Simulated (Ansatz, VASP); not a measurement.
## Cross-check of ZnS (Wurtzite-2H) between VASP and Ansatz

One calculation is typed for both programs; each brings its own data sets. How far apart do they land? Of the first pair: The structure shown is the end of the Ansatz relaxation below.

Calculated with Ansatz 0.2.0; plane waves, with VASP 6.6.1 beside it; single point at PBE, relaxation of cell and atoms at PBE and zone-centre phonons at PBE.

**1. Set-up**

Symmetry: P6_3mc, No. 186, hexagonal system. The conventional cell has a = 3.825 Å, b = 3.825 Å, c = 6.275 Å, α = 90.00°, β = 90.00°, γ = 120.00°. Nearest to Zn lie 4 S at 2.34 to 2.35 Å. Nearest to S lie 4 Zn at 2.34 to 2.35 Å. Farther neighbours and most contacts between anions are not listed.

**2. Ansatz: relaxation, PBE**

Ansatz runs on norm-conserving files, of PseudoDojo where its log says so.

This run makes the geometry at which the two programs are then compared.

input.yaml

```yaml
crystal:
  lattice:
    - [3.8255515256, 0.0, 0.0]
    - [-1.9127757628, 3.3130248047, 0.0]
    - [0.0, 0.0, 6.273235402]
  atoms:
    - { symbol: Zn, position: [0.3333333333, 0.6666666667, 0.0002307343] }
    - { symbol: Zn, position: [0.6666666667, 0.3333333333, 0.5002307343] }
    - { symbol: S, position: [0.3333333333, 0.6666666667, 0.3747692657] }
    - { symbol: S, position: [0.6666666667, 0.3333333333, 0.8747692657] }
kpoints:
  mp_grid: { grid: [9, 9, 4] }
hamiltonian:
  xc: pbe
  pseudopotentials: { kind: nc, accuracy: standard }
scf:
  occupations: { method: fixed }
output:
  forces: true
  stress: true
  eigenvalues: true
relax:
  adjacent_minimum: "off"
  f_tol: 0.001
  max_steps: 60
  cell: { stress_tol: 0.01, fix: [volume] }
```

Command:

```sh
ansatz run input.yaml --threads 4 --pin off --max-ram 8192MiB --backend cpu --events-out ev --progress --plain --runs-dir out
```

Numbers of over 12 decimals in the logs are rounded to 6 here.

What it wrote:

```text
Engine: ansatz 0.2.0, x86_64-unknown-linux-gnu
Pseudopotentials: kind: nc
Pseudopotential: Zn, nc, valence charge 20, recommended cutoff 1142.878222 eV (normal), Zn.nc.azcp (PseudoDojo's, or run here from an input of PseudoDojo's; its table is named by hamiltonian.pseudopotentials.accuracy)
Pseudopotential: S, nc, valence charge 6, recommended cutoff 770 eV (normal), S.nc.azcp (PseudoDojo's, or run here from an input of PseudoDojo's; its table is named by hamiltonian.pseudopotentials.accuracy)
Functional definition: PBE
  parameter kappa = 0.804
  parameter beta = 0.066725
  exchange = pbe_x(kappa = kappa, mu = beta*pi^2/3)
  correlation = pbe_c(beta = beta)
Crystal: 4 atoms, lattice volume = 79.508 Å³
Basis set: ecut = 1142.878222 eV, 6971 PW (Γ), exchange–correlation on 90×90×144 points (8 copies of the dense FFT grid, shifted against one another)
Bands: 32, of which v1, the nominal top of the filled ones, is band 26 counted from 1 (25 counted from 0)
Symmetry: 12 space group operations
Space group: P63mc (ITA 186), of the structure as read, at distance tolerance 4.3e-5 Å
k-points: 36 of 324 (time reversal used)
Non-local potential: Zn, projectors of the file, l = 0: 2, l = 1: 2, l = 2: 2
Non-local potential: S, projectors of the file, l = 0: 2, l = 1: 2, l = 2: 2
Initial density: superposition of atomic densities (chi_scale 0.1, normalization cell, long waves kept (reshape's long-wave potential 0.00 eV rms))
Initial wavefunctions: pseudopotential atomic-orbital guess
Functional: x = pbe(κ = 0.804, μ = 0.219515), c = pbe(β = 0.066725)
SCF iter   1: F=—  HF=-11979.002380 eV  |F-HF|=—  |Δ(HF+E_count)|=         —  Δρ=4.93e-2  dr2=9.63e-1  ethr=3.10e-3  ⟨swp⟩=5.9  Hψ=4579  notcnv=0  defer=104
preconditioner: auto → Resta (q_TF=auto, 2.542 Å⁻¹)  ε∞=5.4  [insulator: Δε(μ)=2.261 eV  Ē_g=11.859 eV  n_scr=22 (ndim 8)  ℏωp=25.0 eV  f_vac=0.045  ε∞_Penn≈5.4]
SCF iter   2: F=—  HF=-11978.783752 eV  |F-HF|=—  |Δ(HF+E_count)|=   2.19e-1  Δρ=1.79e-2  dr2=1.76e-1  ethr=1.85e-3  ⟨swp⟩=2.1  Hψ=2078  notcnv=0  defer=142
SCF iter   3: F=—  HF=-11978.764512 eV  |F-HF|=—  |Δ(HF+E_count)|=   1.92e-2  Δρ=6.57e-3  dr2=3.28e-2  ethr=3.38e-4  ⟨swp⟩=2.0  Hψ=1170  notcnv=0  defer=142
SCF iter   4: F=—  HF=-11978.765896 eV  |F-HF|=—  |Δ(HF+E_count)|=   1.38e-3  Δρ=1.45e-3  dr2=1.71e-3  ethr=6.31e-5  ⟨swp⟩=2.6  Hψ=1601  notcnv=0  defer=143
SCF iter   5: F=—  HF=-11978.767648 eV  |F-HF|=—  |Δ(HF+E_count)|=   1.75e-3  Δρ=4.60e-4  dr2=1.86e-4  ethr=3.30e-6  ⟨swp⟩=2.2  Hψ=1824  notcnv=0  defer=142
SCF iter   6: F=—  HF=-11978.768053 eV  |F-HF|=—  |Δ(HF+E_count)|=   4.05e-4  Δρ=1.12e-4  dr2=7.35e-6  ethr=3.58e-7  ⟨swp⟩=2.0  Hψ=1809  notcnv=0  defer=142
SCF iter   7: F=—  HF=-11978.768024 eV  |F-HF|=—  |Δ(HF+E_count)|=   2.96e-5  Δρ=2.08e-5  dr2=4.04e-7  ethr=1.41e-8  ⟨swp⟩=2.0  Hψ=1804  notcnv=0  defer=100
SCF iter   8: F=-11978.768025 eV  HF=-11978.768025 eV  |F-HF|=2.41e-8  |Δ(HF+E_count)|=   1.18e-6  Δρ=5.10e-6  dr2=1.71e-8  ethr=1.92e-10  ⟨swp⟩=13.9  Hψ=7303  notcnv=0
SCF 1 converged in 8 iterations: F = -11978.768025 eV  dr2 = 1.71e-8
relax step   1: F+E_penalty+E_count = -11978.76802497 eV  Δ(F+E_penalty+E_count) = +0.000e0 eV  max|allowed force component| = 3.560e-3 eV/Å  Δτ_max = 0.0000 Å  P = +1.081 GPa  Ω = 79.508 Å³  fix = [volume]  reactions: volume +1.081 GPa  (8 SCF iters, dr2 threshold 1.00e-7 eV, accepted)
[...]
relax step   2: F+E_penalty+E_count = -11978.76802910 eV  Δ(F+E_penalty+E_count) = -4.127e-6 eV  max|allowed force component| = 2.318e-3 eV/Å  Δτ_max = 0.0003 Å  P = +1.080 GPa  Ω = 79.508 Å³  fix = [volume]  reactions: volume +1.080 GPa  (4 SCF iters, dr2 threshold 7.92e-10 eV, accepted)
[...]
relax step   3: F+E_penalty+E_count = -11978.76803000 eV  Δ(F+E_penalty+E_count) = -8.994e-7 eV  max|allowed force component| = 7.854e-4 eV/Å  Δτ_max = 0.0002 Å  P = +1.080 GPa  Ω = 79.508 Å³  energy of the carried Pulay correction = +1.616e-18 eV  fix = [volume]  reactions: volume +1.080 GPa  (4 SCF iters, dr2 threshold 3.36e-10 eV, accepted)
[...]
relax step   4: F+E_penalty+E_count = -11978.76803002 eV  Δ(F+E_penalty+E_count) = -1.960e-8 eV  max|allowed force component| = 7.859e-4 eV/Å  Δτ_max = 0.0000 Å  P = +1.080 GPa  Ω = 79.508 Å³  fix = [volume]  reactions: volume +1.080 GPa  stress off target by 5.58e-3 GPa on what of the cell is left free  SCF on the basis re-selected at this cell (its energy is not comparable with the rows above)  (6 SCF iters)
basis re-selected at this cell: Δ(F+E_penalty+E_count) = -1.960e-8 eV, ΔP = +0.000 GPa vs the last step (what re-selecting the basis moved, of the pressure what is left beyond the Pulay correction that the steps carried, after the strain that the cell walked since its last selection, with what the two solves' SCF thresholds leave and, on support functions, any second-order correction that the steps lacked; it is no m [...]
SCF converged after 6 iterations
Free energy (F): -11978.768030 eV
Harris-Foulkes:  -11978.768030 eV  (|F-HF|=0.00e0)
Internal energy: -11978.768030 eV  (E = F + TS)
E sigma→0 (E₀):  -11978.768030 eV
Fermi energy:    7.211124 eV
--- Per-component energies (eV) ---
  E_band       = -1271.050022
  E_kinetic    = 5242.463998
  E_local      = -12502.899357  (includes V_loc(G=0)·N_el)
  E_nonlocal   = -2541.714754
  E_hartree    = 5038.090919
  E_xc         = -1394.956110
  E_vxc        = -1545.081778  (∫ρ·V_xc dr)
  E_ewald      = -5819.752727
  E_smearing   = -0.000000  (= −TS)
  E_closure    = 0.000000  (closes the sum)
  Σ components = -11978.768030   (vs F -11978.768030, Δ=0.00e0)
--- Forces (eV/Å), atoms counted from 1 ---
  atom   1  Zn     0.00000000     0.00000000     0.00078588
  atom   2  Zn     0.00000000    -0.00000000     0.00078588
  atom   3  S      0.00000000     0.00000000    -0.00078592
  atom   4  S     -0.00000000    -0.00000000    -0.00078592
  max |Σ_I F_I| component: 7.74e-8 eV/Å
--- Stress (GPa, compression-positive) ---
        1.082574       0.000000       0.000000
       -0.000000       1.082574       0.000000
        0.000000       0.000000       1.074204
  P = ⅓ Tr σ = 1.0798 GPa (10.798 kbar)
--- Band table (eV; the first three rows and the last of 36) ---
  k-point 0: bands = [... 22 lower, 6.3365, 7.1321, 7.2111, 7.2111, 9.3602, 10.2963, 13.5173, 13.5173, ... 2 higher]
  k-point 1: bands = [... 22 lower, 6.4553, 6.4553, 7.0724, 7.0724, 10.2576, 10.4463, 13.4621, 13.6120, ... 2 higher]
  k-point 2: bands = [... 22 lower, 6.7539, 6.7539, 6.7539, 6.7539, 10.7364, 10.7364, 13.9654, 13.9654, ... 2 higher]
  k-point 35: bands = [... 22 lower, 4.2277, 4.2277, 5.8854, 5.8854, 11.6903, 11.6903, 13.5505, 13.5505, ... 2 higher]
--- Relaxed structure (3 steps of the walk, 3 accepted, 1 SCFs on fresh bases) ---
  F+E_penalty+E_count = -11978.76803002 eV   max|allowed force component| = 7.859e-4 eV/Å   (the final SCF, on the basis selected at the relaxed cell)
  cell:  # Å, volume = 79.5079 Å³
    - [3.824968, 0.0, 0]
    - [-1.912484, 3.312520, 0]
    - [0, 0, 6.275148]
  atoms:
    - { symbol: Zn, position: [0.333333, 0.666667, 0.000311476] }
    - { symbol: Zn, position: [0.666667, 0.333333, 0.500311] }
    - { symbol: S, position: [0.333333, 0.666667, 0.374689] }
    - { symbol: S, position: [0.666667, 0.333333, 0.874689] }
```

In the SCF lines HF is the Harris–Foulkes energy and dr2 the Hartree energy of the density residual, in eV; the loop may stop once dr2 is under the threshold and the program's other checks hold. Hψ counts applications of the Hamiltonian.

**3. VASP: single point, PBE**

The same cell, functional and mesh now go to VASP, with its own data sets.

Lines of VASP's logs that name or quote its potential files are left out, and so is its time.

INCAR

```
SYSTEM = ZnS
PREC = Accurate
ENCUT = 500
EDIFF = 1E-06
NELM = 120
ISMEAR = 0
SIGMA = 0.01
LREAL = .FALSE.
ALGO = Normal
GGA = PE
NBANDS = 24
LORBIT = 11
LWAVE = .FALSE.
LCHARG = .FALSE.
ISIF = 2
LASPH = .TRUE.
GGA_COMPAT = .FALSE.
EFERMI = MIDGAP
KPAR = 2
```

POSCAR

```
ZnS
1.0
    3.8249684669      0.0000000000      0.0000000000
   -1.9124842335      3.3125198610      0.0000000000
    0.0000000000      0.0000000000      6.2751480678
Zn S
2 2
Direct
    0.3333333333      0.6666666667      0.0003114756
    0.6666666667      0.3333333333      0.5003114756
    0.3333333333      0.6666666667      0.3746885244
    0.6666666667      0.3333333333      0.8746885244
```

KPOINTS

```
Automatic mesh
0
Gamma
9 9 4
0 0 0
```

Potentials, in the order of the species: Zn and S (PBE family, release 64).

Command:

```sh
mpirun -np 2 vasp_std
```

What it wrote:

```text
[banner, memory and clock lines left out]
running    2 mpi-ranks, on    1 nodes
 distrk:  each k-point on    1 cores,    2 groups
 distr:  one band on    1 cores,    1 groups

 POSCAR found type information on POSCAR ZnS
 POSCAR found :  2 types and       4 ions
 LDA part: xc-table for (Slater+PW92), standard interpolation
 POSCAR, INCAR and KPOINTS ok, starting setup
 FFT: planning ... GRIDC
 FFT: planning ... GRID_SOFT
 FFT: planning ... GRID
 WAVECAR not read
 entering main loop
       N       E                     dE             d eps       ncg     rms          rms(c)
DAV:   1     0.233090833948E+03    0.23309E+03   -0.17054E+04  1728   0.175E+03
DAV:   2     0.638709399796E+01   -0.22670E+03   -0.21904E+03  1848   0.358E+02
DAV:   3    -0.141264078606E+02   -0.20514E+02   -0.20402E+02  2176   0.109E+02
DAV:   4    -0.145348188086E+02   -0.40841E+00   -0.40817E+00  2016   0.161E+01
DAV:   5    -0.145425054963E+02   -0.76867E-02   -0.76860E-02  2224   0.207E+00    0.962E+00
DAV:   6    -0.136847099801E+02    0.85780E+00   -0.18445E+00  2640   0.397E+01    0.746E+00
DAV:   7    -0.136978901908E+02   -0.13180E-01   -0.15662E+00  1960   0.715E+00    0.338E+00
DAV:   8    -0.136866330582E+02    0.11257E-01   -0.66889E-02  2320   0.313E+00    0.104E+00
DAV:   9    -0.136873030119E+02   -0.66995E-03   -0.13895E-02  2416   0.194E+00    0.251E-01
DAV:  10    -0.136874458664E+02   -0.14285E-03   -0.97412E-04  2088   0.389E-01    0.126E-01
DAV:  11    -0.136876858884E+02   -0.24002E-03   -0.45005E-04  2000   0.132E-01    0.960E-02
DAV:  12    -0.136876802621E+02    0.56263E-05   -0.16199E-05  2112   0.272E-02    0.747E-03
DAV:  13    -0.136876833587E+02   -0.30966E-05   -0.38933E-06  1848   0.119E-02    0.354E-03
DAV:  14    -0.136876835296E+02   -0.17098E-06   -0.29237E-07  1512   0.706E-03
   1 F= -.13687684E+02 E0= -.13687684E+02  d E =0.000000E+00
```

From OUTCAR (step 3):

```text
ion  position               nearest neighbor table
   1  0.333  0.667  0.000-   4 2.34   4 2.34   4 2.34   3 2.35
   2  0.667  0.333  0.500-   3 2.34   3 2.34   3 2.34   4 2.35
   3  0.333  0.667  0.375-   2 2.34   2 2.34   2 2.34   1 2.35
   4  0.667  0.333  0.875-   1 2.34   1 2.34   1 2.34   2 2.35

  LATTYP: Found a hexagonal cell.
 ALAT       =     3.8249684669
 C/A-ratio  =     1.6405751112

 Subroutine GETGRP returns: Found 12 space group operations
 (whereof  6 operations were pure point group operations)

The static configuration has the point symmetry C_3v.
 The point group associated with its full space group is C_6v.

 Found     36 irreducible k-points:

   k-points           NKPTS =     36   k-points in BZ     NKDIM =     36   number of bands    NBANDS=     24

   dimension x,y,z NGX =    28 NGY =   28 NGZ =   48
   dimension x,y,z NGXF=    56 NGYF=   56 NGZF=   96

   ENCUT  =  500.0 eV  36.75 Ry    6.06 a.u.   6.97  6.97 11.44*2*pi/ulx,y,z

   NELECT =      36.0000    total number of electrons

 k-points in reciprocal lattice and weights: Automatic mesh
   0.00000000  0.00000000  0.00000000       0.003
   0.11111111  0.00000000  0.00000000       0.019
   0.22222222  0.00000000  0.00000000       0.019
   0.33333333  0.00000000  0.00000000       0.019
   0.44444444  0.00000000  0.00000000       0.019
   0.11111111  0.11111111  0.00000000       0.019
   0.22222222  0.11111111  0.00000000       0.037
   0.33333333  0.11111111  0.00000000       0.037
   0.44444444  0.11111111  0.00000000       0.019
[...]
0.33333333  0.22222222  0.50000000       0.037
   0.33333333  0.33333333  0.50000000       0.006

 average (electrostatic) potential at core
       1 -36.3079       2 -36.3079       3 -88.6251       4 -88.6251

 E-fermi :   3.1303

 k-point     1 :       0.0000    0.0000    0.0000
  band No.  band energies     occupation
    ...
     14       1.1788      2.00000
     15       1.1789      2.00000
     16       1.9763      2.00000
     17       2.0555      2.00000
     18       2.0555      2.00000
     19       4.2051      0.00000
     20       5.1395      0.00000
     21       8.3753      0.00000
     22       8.3753      0.00000
     23       8.6328      0.00000
    ...

 k-point     2 :       0.1111    0.0000    0.0000
  band No.  band energies     occupation
    ...
     14       0.5495      2.00000
     15       0.9893      2.00000
     16       1.3334      2.00000
     17       1.8715      2.00000
     18       1.9530      2.00000
     19       4.8605      0.00000
     20       5.7100      0.00000
     21       8.0142      0.00000
     22       8.6090      0.00000
     23       8.8544      0.00000
    ...

 k-point     3 :       0.2222    0.0000    0.0000
  band No.  band energies     occupation
    ...
     14      -0.6059      2.00000
     15       0.1502      2.00000
     16       0.5674      2.00000
     17       1.5429      2.00000
     18       1.6888      2.00000
     19       5.7503      0.00000
     20       6.1962      0.00000
     21       7.9115      0.00000
     22       8.6725      0.00000
     23       9.0074      0.00000
    ...

  Total        0.6194400      0.6194400      0.6172328     -0.0000000     -0.0000000     -0.0000000
  in kB       12.4824394     12.4824394     12.4379628     -0.0000000     -0.0000000     -0.0000000
  external PRESSURE =      12.4676139 kB  Pullay stress =       0.0000000 kB

  energy-cutoff  :      500.00
  volume of cell :       79.51
      direct lattice vectors                 reciprocal lattice vectors
     3.824968467  0.000000000  0.000000000     0.261440064  0.150942491  0.000000000
    -1.912484234  3.312519861  0.000000000     0.000000000  0.301884982  0.000000000
     0.000000000  0.000000000  6.275148068     0.000000000  0.000000000  0.159358789

 POSITION                                       TOTAL-FORCE (eV/Angst)
 -----------------------------------------------------------------------------------
     -0.00000      2.20835      0.00195        -0.000000      0.000000      0.001325
      1.91248      1.10417      3.13953        -0.000000     -0.000000      0.001325
     -0.00000      2.20835      2.35123        -0.000000      0.000000     -0.001325
      1.91248      1.10417      5.48880         0.000000      0.000000     -0.001325
 -----------------------------------------------------------------------------------
    total drift:                               -0.000000     -0.000001     -0.000078

  FREE ENERGIE OF THE ION-ELECTRON SYSTEM (eV)
  ---------------------------------------------------
  free  energy   TOTEN  =       -13.6876835296 eV

  energy  without entropy=      -13.6876835296  energy(sigma->0) =      -13.68768353

 total charge
# of ion       s       p       d       tot
------------------------------------------
    1        0.516   0.469   9.800  10.784
    2        0.516   0.469   9.800  10.784
    3        1.315   2.435   0.000   3.750
    4        1.315   2.435   0.000   3.750
--------------------------------------------------
tot          3.662   5.808  19.599  29.069

[... 3 further parts left out ...]
```

The run ends at a pressure of 1.25 GPa, with forces up to 0.0013 eV/Å.

**4. Side by side**

Known differences besides the potentials themselves: fixed occupations in Ansatz, narrow Gaussian smearing in VASP; the data sets hold 52 valence electrons in Ansatz (on norm-conserving files, of PseudoDojo where its log says so) and 36 in VASP; the cutoff is 1142.88 eV in Ansatz and 500 eV in VASP; Ansatz's pressure holds a Pulay correction, VASP's none. Total energies have different zeros and are not compared.

The two programs side by side:

```tsv
quantity	Ansatz	VASP	difference
pressure (GPa)	1.08	1.25	-0.17
gap on the k mesh (eV)	2.149	2.150	0.000
```

A gap on the mesh is an upper bound, since the band edges may lie between its points.

[end of part 1 of 2]

[Lines on the potential files, build, host, timing and source positions are cut from VASP's logs without a mark.]

[Logs are printed without paths, hosts, clocks, repeated set-up lines and the standing remarks that a program may print on its own settings, such as how far it seeks lower states.]

[Hosts, paths, dates, database ids (printed as entryN), source tags and the programs' standing remarks are cut or masked in the printed files.]
